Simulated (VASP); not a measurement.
CO, in a box:

```
CELL_PARAMETERS angstrom
11.46642 0.00000 0.00000
0.00000 11.96642 0.00000
0.00000 0.00000 12.46642
ATOMIC_POSITIONS crystal
C 0.52198 0.51620 0.46124
O 0.47738 0.49181 0.53989
```

Program: VASP 6.6.1. Alike in all runs: task single point; no spin polarisation; cell as given; k mesh 1 × 1 × 1; cutoff (eV) 400; smearing gaussian 0.01 eV. Hardware: 4 MPI ranks on Intel(R) Xeon(R) Platinum 8559C (Emerald Rapids), on a shared host.

**Question.** Order these runs on this cell by their wall time, lowest first.
A. level optB86b-vdW; potentials or basis VASP PAW PBE potentials, release 64 (C, O)
B. level RPBE; potentials or basis VASP PAW PBE potentials, release 64 (C, O)
C. level LDA; potentials or basis VASP PAW LDA potentials, release 64 (C, O)

**Answer.** C (11 s), B (25 s), A (320 s).

Caveats: the standard files for N, O and F lose accuracy on very short bonds.

Runs at the PBE level aren't shown here.
